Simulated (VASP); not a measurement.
Set up this calculation in VASP 6.6.1, as the native input.

```
Task                   : single point
Functional             : LDA
Potentials or basis    : VASP PAW LDA potentials, release 64 (Al, In_d, Sb)
Cutoff                 : 520 eV
k mesh                 : 8 × 8 × 6
Occupations            : gaussian, width 0.03 eV
Spin                   : no spin polarisation
Dipole correction      : no
Further INCAR settings : ALGO = Fast; EDIFF = 1e-07; NBANDS = 21
```

The structure of AlInSb2 lies in POSCAR:

```
AlInSb2
1.0
    4.2404641252      0.0000000000      0.0000000000
    0.0000000000      4.2404641252      0.0000000000
    0.0000000000      0.0000000000      7.1693654095
Al In Sb
1 1 2
Direct
    0.0000000000      0.0000000000      0.0000000000
    0.5000000000      0.5000000000      0.5000000000
    0.0000000000      0.5000000000      0.2333653700
    0.5000000000      0.0000000000      0.7666346300
```

The cell comes from a database or a generator and needn't be the stable form of this composition.

The input as run:

INCAR

```
ALGO = Fast
EDIFF = 1E-7
ENCUT = 520
ISIF = 2
ISMEAR = 0
LASPH = True
LCHARG = True
LELF = True
LREAL = False
LVHAR = True
LWAVE = False
NBANDS = 21
NELM = 100
PREC = Accurate
SIGMA = 0.03
```

KPOINTS

```
k-points
0
Gamma
  8 8 6
```

Potentials or basis: VASP PAW LDA potentials, release 64 (Al, In_d, Sb).

Launch:

```console
$ cat potpaw_LDA.64/Al/POTCAR potpaw_LDA.64/In_d/POTCAR potpaw_LDA.64/Sb/POTCAR > POTCAR
$ mpirun -np 1 vasp_std > vasp.out
```

It gave:

- Pressure: -2.0 GPa
- Largest force: 0.128 eV/Å
- Band gap on the k mesh: none (metal or under the smearing width)

Run time: 100 s on 1 thread of Intel(R) Xeon(R) Platinum 8488C (Sapphire Rapids) (shared host), peak memory 0.3 GiB.
